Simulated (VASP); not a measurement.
Output of a VASP run:

OSZICAR:
```
       N       E                     dE             d eps       ncg     rms          rms(c)
DAV:   1     0.725253989670E+02    0.72525E+02   -0.73436E+03   520   0.119E+03
DAV:   2    -0.183698615496E+01   -0.74362E+02   -0.71437E+02   555   0.232E+02
DAV:   3    -0.628364853384E+01   -0.44467E+01   -0.44305E+01   665   0.602E+01
DAV:   4    -0.631901773435E+01   -0.35369E-01   -0.35365E-01   540   0.577E+00
DAV:   5    -0.631921468234E+01   -0.19695E-03   -0.19695E-03   605   0.412E-01    0.469E+00
DAV:   6    -0.604668635653E+01    0.27253E+00   -0.67749E-01   737   0.278E+01    0.355E+00
DAV:   7    -0.602932902747E+01    0.17357E-01   -0.18403E-01   575   0.421E+00    0.149E+00
DAV:   8    -0.602947179026E+01   -0.14276E-03   -0.41287E-03   595   0.628E-01    0.454E-01
DAV:   9    -0.602973317668E+01   -0.26139E-03   -0.10704E-03   580   0.278E-01    0.680E-02
DAV:  10    -0.602982153246E+01   -0.88356E-04   -0.12734E-04   593   0.108E-01    0.163E-02
DAV:  11    -0.602983613939E+01   -0.14607E-04   -0.27583E-05   580   0.505E-02    0.556E-03
DAV:  12    -0.602983750999E+01   -0.13706E-05   -0.34096E-06   600   0.201E-02    0.404E-03
DAV:  13    -0.602983753350E+01   -0.23511E-07   -0.64312E-07   395   0.917E-03
   1 F= -.60298375E+01 E0= -.60298375E+01  d E =-.430949E-17
```

### OUTCAR
```
------------------------ aborting loop because EDIFF is reached ----------------------------------------
  FORCE on cell =-STRESS in cart. coord.  units (eV):
  Direction    XX          YY          ZZ          XY          YZ          ZX
  --------------------------------------------------------------------------------------
  Total        0.0058095      0.0058095      0.0058095      0.0000000      0.0000000      0.0000000
  in kB        0.1976309      0.1976309      0.1976309      0.0000000      0.0000000      0.0000000
  external PRESSURE =       0.1976309 kB  Pullay stress =       0.0000000 kB
  volume of cell :       47.10
      direct lattice vectors                 reciprocal lattice vectors
     0.000000000  2.866299118  2.866299118    -0.174440971  0.174440971  0.174440971
     2.866299118  0.000000000  2.866299118     0.174440971 -0.174440971  0.174440971
     2.866299118  2.866299118  0.000000000     0.174440971  0.174440971 -0.174440971
  FREE ENERGIE OF THE ION-ELECTRON SYSTEM (eV)
  ---------------------------------------------------
  free  energy   TOTEN  =        -6.0298375335 eV

  energy  without entropy=       -6.0298375335  energy(sigma->0) =       -6.02983753
```
(Selected blocks of OUTCAR.)

**POSCAR**
```
ZnSe
1
    0.0000000000     2.8662991181     2.8662991181
    2.8662991181     0.0000000000     2.8662991181
    2.8662991181     2.8662991181     0.0000000000
Zn Se
1 1
Direct
  0.0000000000   1.0000000000   1.0000000000
  0.2500000000   0.2500000000   0.2500000000
```

**Question.** Write an INCAR and KPOINTS that could have produced this output.

**Answer.** This is not unique; one that fits is the input of the run itself, PBE GGA, plane waves, VASP's PBE PAW potentials (set 64).

### INCAR
```
# general
SYSTEM   =  ZnSe
PREC     =  Accurate
ENCUT    =  350
LREAL    =  .False.
LASPH    =  .True.

# electronic loop
EDIFF    =  1E-6
NELM     =  100
ALGO     =  Normal
LMAXMIX  =  4

# smearing
ISMEAR   =  0
SIGMA    =  0.05

# functional
GGA      =  PE

# output
LWAVE    =  .False.
LCHARG   =  .True.
```

**KPOINTS**
```
Automatic mesh
0
Gamma
7 7 7
0 0 0
```

POTCAR, in this order: Zn Se (PBE.64 set). Program: vasp_std.

The compound is ZnSe in the zinc blende structure. It was relaxed first.
